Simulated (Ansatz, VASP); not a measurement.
# Cross-check of GaAs between VASP and Ansatz, part 3 of 3

One calculation is typed for both programs; each brings its own data sets. How far apart do they land? The cell is taken from a series of runs on this material, whose earlier steps may have relaxed, scaled, displaced or heated it; both programs get it as it stands.

VASP 6.6.1 and Ansatz 0.2.0.

So far: The structure; Ansatz: zone-centre phonons, LDA; VASP: zone-centre phonons, LDA.

### 3. VASP: zone-centre phonons, LDA (continued)

Level of this step: LDA; plane waves and PAW (Ga_d, As) (VASP).

Numbers of over 12 decimals in the logs are rounded to 6 here.

Parts of OUTCAR (step 3):

```text
ion  position               nearest neighbor table
   1  0.000  0.000  0.000-   2 2.46   2 2.46   2 2.46   2 2.46
   2  0.750  0.750  0.750-   1 2.46   1 2.46   1 2.46   1 2.46

  LATTYP: Found a face centered cubic cell.
 ALAT       =     5.6768597704

 Subroutine GETGRP returns: Found 24 space group operations
 (whereof 24 operations were pure point group operations)

The static configuration has the point symmetry T_d .

 Found     72 irreducible k-points:

   k-points           NKPTS =     72   k-points in BZ     NKDIM =     72   number of bands    NBANDS=     15

   dimension x,y,z NGX =    30 NGY =   30 NGZ =   30
   dimension x,y,z NGXF=    60 NGYF=   60 NGZF=   60

   ENCUT  =  500.0 eV  36.75 Ry    6.06 a.u.   7.32  7.32  7.32*2*pi/ulx,y,z

   NELECT =      18.0000    total number of electrons

 k-points in reciprocal lattice and weights: Automatic mesh
   0.00000000  0.00000000  0.00000000       0.001
   0.08333333  0.00000000  0.00000000       0.005
   0.16666667  0.00000000  0.00000000       0.005
   0.25000000  0.00000000  0.00000000       0.005
   0.33333333  0.00000000  0.00000000       0.005
   0.41666667  0.00000000  0.00000000       0.005
   0.50000000  0.00000000  0.00000000       0.002
   0.08333333  0.08333333  0.00000000       0.003
   0.16666667  0.08333333  0.00000000       0.014
[...]
-0.33333333  0.50000000  0.16666667       0.007
  -0.25000000  0.50000000  0.25000000       0.003

 average (electrostatic) potential at core
       1 -67.6280       2 -53.9027

  Total       -0.6938160     -0.6938160     -0.6938160      0.0000000      0.0000000      0.0000000
  in kB      -24.3047077    -24.3047077    -24.3047077      0.0000000      0.0000000      0.0000000
  external PRESSURE =     -24.3047077 kB  Pullay stress =       0.0000000 kB

  energy-cutoff  :      500.00
  volume of cell :       45.74
      direct lattice vectors                 reciprocal lattice vectors
     0.000000000  2.838429885  2.838429885    -0.176153726  0.176153726  0.176153726
     2.838429885  0.000000000  2.838429885     0.176153726 -0.176153726  0.176153726
     2.838429885  2.838429885  0.000000000     0.176153726  0.176153726 -0.176153726

 POSITION                                       TOTAL-FORCE (eV/Angst)
 -----------------------------------------------------------------------------------
      0.00000      0.00000      0.00000         0.000000     -0.000000      0.000000
      4.25764      4.25764      4.25764        -0.000000      0.000000     -0.000000
 -----------------------------------------------------------------------------------
    total drift:                                0.000000      0.000000      0.000000

 MACROSCOPIC STATIC DIELECTRIC TENSOR (including local field effects in DFT)
 ------------------------------------------------------
          57.124327    -0.000000     0.000000
          -0.000000    57.124327    -0.000000
          -0.000000    -0.000000    57.124327
 ------------------------------------------------------

 PIEZOELECTRIC TENSOR (including local field effects)  for field in x, y, z        (C/m^2)
          XX          YY          ZZ          XY          YZ          ZX
  --------------------------------------------------------------------------------
  x     0.00000    -0.00000    -0.00000     0.00000     1.05986     0.00000
  y     0.00000     0.00000     0.00000    -0.00000     0.00000     1.05986
  z    -0.00000    -0.00000     0.00000     1.05986    -0.00000     0.00000

 BORN EFFECTIVE CHARGES (including local field effects) (in |e|, cummulative output)
 ---------------------------------------------------------------------------------
 ion    1
    1     2.22673     0.00000     0.00000
    2    -0.00000     2.22673    -0.00000
    3     0.00000    -0.00000     2.22673
 ion    2
    1    -2.22673    -0.00000    -0.00000
    2     0.00000    -2.22673     0.00000
    3    -0.00000     0.00000    -2.22673

 Eigenvectors and eigenvalues of the dynamical matrix
 ----------------------------------------------------

   1 f  =    7.707468 THz    48.427447 2PiTHz  257.093446 cm-1    31.875510 meV
             X         Y         Z           dx          dy          dz
      0.000000  0.000000  0.000000     0.718493    0.000000    0.000000
      4.257645  4.257645  4.257645    -0.695534   -0.000000    0.000000

   2 f  =    7.707468 THz    48.427447 2PiTHz  257.093446 cm-1    31.875510 meV
             X         Y         Z           dx          dy          dz
      0.000000  0.000000  0.000000     0.000000   -0.379555   -0.610057
      4.257645  4.257645  4.257645    -0.000000    0.367427    0.590564

   3 f  =    7.707468 THz    48.427447 2PiTHz  257.093446 cm-1    31.875510 meV
             X         Y         Z           dx          dy          dz
      0.000000  0.000000  0.000000    -0.000000   -0.610057    0.379555
      4.257645  4.257645  4.257645    -0.000000    0.590564   -0.367427

   4 f/i=    0.013416 THz     0.084297 2PiTHz    0.447517 cm-1     0.055485 meV
             X         Y         Z           dx          dy          dz
      0.000000  0.000000  0.000000    -0.010663   -0.678488    0.152670
      4.257645  4.257645  4.257645    -0.011015   -0.700884    0.157709

   5 f/i=    0.013416 THz     0.084297 2PiTHz    0.447517 cm-1     0.055485 meV
             X         Y         Z           dx          dy          dz
      0.000000  0.000000  0.000000     0.685468    0.015527    0.116879
      4.257645  4.257645  4.257645     0.708094    0.016039    0.120737

   6 f/i=    0.013416 THz     0.084297 2PiTHz    0.447517 cm-1     0.055485 meV
             X         Y         Z           dx          dy          dz
      0.000000  0.000000  0.000000    -0.117423    0.152252    0.668430
      4.257645  4.257645  4.257645    -0.121299    0.157278    0.690494

 MACROSCOPIC STATIC DIELECTRIC TENSOR IONIC CONTRIBUTION
 ------------------------------------------------------
           2.234484    -0.000000    -0.000000
          -0.000000     2.234484    -0.000000
          -0.000000    -0.000000     2.234484
 ------------------------------------------------------

 ELASTIC MODULI CONTR FROM IONIC RELAXATION (kBar)
 Direction    XX          YY          ZZ          XY          YZ          ZX
 --------------------------------------------------------------------------------
 XX          -0.0000      0.0000      0.0000     -0.0000      0.0000     -0.0000
 YY           0.0000     -0.0000      0.0000     -0.0000     -0.0000      0.0000
 ZZ           0.0000      0.0000     -0.0000      0.0000     -0.0000     -0.0000
 XY          -0.0000     -0.0000      0.0000   -141.4937      0.0000      0.0000
 YZ           0.0000     -0.0000     -0.0000      0.0000   -141.4937      0.0000
 ZX          -0.0000      0.0000     -0.0000      0.0000      0.0000   -141.4937
 --------------------------------------------------------------------------------

 PIEZOELECTRIC TENSOR IONIC CONTR  for field in x, y, z        (C/m^2)
          XX          YY          ZZ          XY          YZ          ZX
  --------------------------------------------------------------------------------
  x     0.00000    -0.00000    -0.00000     0.00000    -0.52909     0.00000
  y    -0.00000     0.00000    -0.00000     0.00000     0.00000    -0.52909
  z    -0.00000    -0.00000     0.00000    -0.52909     0.00000     0.00000
```

With a direct gap this small, the dielectric response converges slowly with the mesh, so tensor and charges are uncertain; a mesh that holds the point of the least gap tends to give too large a tensor.

### 4. Differences

Known differences besides the potentials themselves: VASP's response is taken on the typed mesh, Ansatz refines its own for the field response alone; the data sets hold 28 valence electrons in Ansatz (on its PAW soft_1 files) and 18 in VASP; the cutoff is 420 eV in Ansatz and 500 eV in VASP; VASP's log shows a relativistic correction to its local exchange, Ansatz's none. Total energies have different zeros and are not compared.

The two programs side by side:

| quantity | Ansatz | VASP | difference |
| --- | --- | --- | --- |
| optical mode 1 to 3 (cm⁻¹) | 256.1 | 257.1 | -0.39 % |

Not compared: the dielectric constant (VASP's run gives none, or none that is converged on this mesh at a gap this small). Modes are paired by rising frequency, not by their patterns, so a pair may set unlike modes beside each other; they are those without the splitting of longitudinal modes.

### 5. What the set-up changes

Further runs change the set-up of one program: Ansatz's method, potentials or start, or VASP's data sets, cutoff or form of LDA. The table gives that difference for each run.

| run | optical mode 1 to 3 (%) |
| --- | --- |
| as above | -0.39 |
| VASP with the data sets Ga_d and As_d and a cutoff of 600 eV | -0.56 |

### 6. Summary of results

```
r.m.s. difference of the optical zone-centre modes, each program's sorted by frequency (zone-centre phonons, LDA) : 1.0 cm⁻¹
```

**Reading.** The r.m.s. difference of the optical zone-centre modes, each program's sorted by frequency is 1.0 cm⁻¹ (zone-centre phonons, LDA). The data sets hold unlike numbers of valence electrons (28 in Ansatz and 18 in VASP), so part of the differences comes from the potentials. Zone-centre phonons, LDA, VASP with the data sets Ga_d and As_d and a cutoff of 600 eV: the difference in optical mode 1 to 3 goes from -0.39 to -0.56 %. How closely two codes agree says nothing of how well the functional describes the real material.

[Lines on the potential files, build, host, timing and source positions are cut from VASP's logs without a mark.]

[Logs are printed without paths, hosts, clocks, repeated set-up lines and the standing remarks that a program may print on its own settings, such as how far it seeks lower states.]

[Hosts, paths, dates, database ids (printed as entryN), source tags and the programs' standing remarks are cut or masked in the printed files.]
